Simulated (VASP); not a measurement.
All values below come from PBE GGA, VASP's PBE PAW potentials (set 64) (plane waves; VASP).

The input files of a VASP run:

**INCAR**
```
SYSTEM = Y
PREC = Normal
ENCUT = 400
EDIFF = 1E-5
NELM = 100
ALGO = Fast
LREAL = .FALSE.
LASPH = .TRUE.
ISMEAR = 1
SIGMA = 0.1
GGA = PE
LMAXMIX = 4
LWAVE = .FALSE.
LCHARG = .FALSE.
NELMIN = 4
IBRION = 2
ISIF = 2
NSW = 20
EDIFFG = -0.03
```

File KPOINTS:
```
Automatic mesh
0
Gamma
13 13 7
0 0 0
```

POSCAR:
```
Y
1
    3.6569275299     0.0000000000     0.0000000000
   -1.8284637649     3.1669924184     0.0000000000
    0.0000000000     0.0000000000     5.6438163100
Y
2
Direct
  0.6666670000   0.3333330000   0.7500000000
  0.3333330000   0.6666670000   0.2500000000
```

POTCAR, in this order: Y_sv (PBE.64 set). Program: vasp_std.

**Question.** What does the run give for the energy per atom (σ→0), band gap (on the k-mesh)?

**Answer.** 
```yaml
energy per atom (σ→0): -6.431 eV/atom
band gap (on the k-mesh): none (metal, semimetal or under 0.01 eV)
```

File OSZICAR:
```
...
RMM:   9    -0.128616136600E+02   -0.19268E-02   -0.24557E-02  3438   0.837E-01    0.517E-01
RMM:  10    -0.128631608782E+02   -0.15472E-02   -0.81439E-03  3878   0.383E-01    0.141E+00
RMM:  11    -0.128618535152E+02    0.13074E-02   -0.22502E-03  3197   0.463E-01    0.129E-01
RMM:  12    -0.128619296934E+02   -0.76178E-04   -0.66796E-04  3552   0.176E-01    0.163E-01
RMM:  13    -0.128619446450E+02   -0.14952E-04   -0.26918E-04  3024   0.779E-02    0.100E-01
RMM:  14    -0.128619441456E+02    0.49936E-06   -0.13370E-04  2852   0.963E-02    0.447E-02
RMM:  15    -0.128619494629E+02   -0.53173E-05   -0.54544E-05  2290   0.340E-02
   1 F= -.12861949E+02 E0= -.12861072E+02  d E =-.128619E+02
```

The compound is Y in the hcp structure. It was relaxed first.
